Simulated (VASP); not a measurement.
Here is the system:

```
InSb
1.0
    0.00000     3.35896     3.35896
    3.35896     0.00000     3.35896
    3.35896     3.35896     0.00000
In Sb
1 1
Cartesian
  0.00000   0.00000   0.00000
  1.67948   1.67948   1.67948
```

Computed with RPBE GGA, VASP's PBE PAW potentials (set 64) (plane waves; VASP 6.6.1). Numerical set-up: 520 eV cut-off, Gaussian smearing of 0.050 eV, potentials In_d Sb.

Give the energies of bands 7 to 12 at the high-symmetry points, in eV from the Fermi level.

```
band      Γ      X      U      L      W
----  -----  -----  -----  -----  -----
7     -0.69  -5.44  -5.33  -5.11  -5.36
8      0.00  -1.91  -2.62  -0.85  -2.40
9      0.00  -1.91  -1.62  -0.85  -2.27
10     0.00   1.45   1.74   0.45   3.16
11     3.00   1.65   3.59   3.83   4.07
12     3.00   7.56   5.97   3.83   4.07
```

It has no gap at this level: it comes out as a metal or semimetal.

The compound is InSb in the zinc blende structure. It was relaxed first, which changed the volume by +11 %.
